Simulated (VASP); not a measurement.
VASP runs on NbC (space group Fm-3m) share one base input (PBE GGA, plane waves, VASP's PBE PAW potentials (set 64)) and change the settings named in each case.

**KPOINTS**
```
Automatic mesh
0
Gamma
17 17 17
0 0 0
```

### POSCAR
```
NbC
3.1607670
  0.0000000000   0.7071068510   0.7071068510
  0.7071068510   0.0000000000   0.7071068510
  0.7071068510   0.7071068510   0.0000000000
Nb C
1 1
Direct
  0.0000000000   0.0000000000   0.0000000000
  0.5000000000   0.5000000000   0.5000000000
```

### INCAR
```
SYSTEM = NbC
PREC = Accurate
ENCUT = 400
EDIFF = 1E-6
NELM = 100
ALGO = Normal
LREAL = .FALSE.
LASPH = .TRUE.
ISMEAR = -1
SIGMA = 0.05
GGA = PE
LMAXMIX = 4
LWAVE = .FALSE.
LCHARG = .FALSE.
ISIF = 2
```

POTCAR, in this order: Nb_sv C (PBE.64 set). Program: vasp_std.

| change | E(σ→0) (eV/atom) | pressure (GPa) | −TS (eV) |
|---|---|---|---|
| base run | -10.2743 | 1.33 | -0.0055 |
| GGA = PS | -10.9288 | ___ | ___ |
| GGA_COMPAT = .FALSE., LNONCOLLINEAR = .TRUE., LSORBIT = .TRUE., MAGMOM = 0.0 0.0 0.0 0.0 0.0 0.0, program vasp_ncl | -10.3152 | ___ | -0.0055 |
| KPOINTS 3×3×3 Γ-centred mesh | -10.0304 | 5.49 | -0.0274 |

What belongs in the gaps?

- GGA_COMPAT = .FALSE., LNONCOLLINEAR = .TRUE., LSORBIT = .TRUE., MAGMOM = 0.0 0.0 0.0 0.0 0.0 0.0, program vasp_ncl, pressure (GPa): 1.36
- GGA = PS, pressure (GPa): -5.90
- GGA = PS, −TS (eV): -0.0054

Energies of different potentials or functionals have different zeros.  At 400 eV the pressure can carry a Pulay error.

Left out are runs that ran out of time, are held back, or changed the cell or the kind of run, fixed moments of cells without a moment, rows past the twelfth, gaps on odd meshes, pressures of charged cells and columns that move by less than the noise.

The structure is a typed NbC crystal (Fm-3m). The cell was not relaxed at this level.
